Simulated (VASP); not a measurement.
Level of theory: PBEsol GGA, VASP's PBE PAW potentials (set 64) (plane waves; VASP 6.6.1). For the first row: Settings: 400 eV cut-off, 13×13×13 Γ-centred mesh, tetrahedra with Blöchl corrections, potentials K_sv Fe P.

| system | energy (eV/atom) |
|---|---|
| Fe2KP2 (space group I4/mmm) | -6.6724 |
| K (bcc) | -1.1330 |
| Fe (bcc) | -8.9195 |
| P (black) | -5.7620 |

The references are the elements' solids at the same level; no temperature or zero-point terms are added.  Without a dispersion term in the relaxation, distances and binding between the weakly bound layers, chains or molecules are unreliable, and so is what depends on them.

**Question.** What is the formation energy per atom of Fe₂KP₂?

**Answer.** The references average (1×(-1.1330) + 2×(-8.9195) + 2×(-5.7620))/5 = -6.0992 eV, so the formation energy is -6.6724 − (-6.0992) = -0.573 eV/atom.
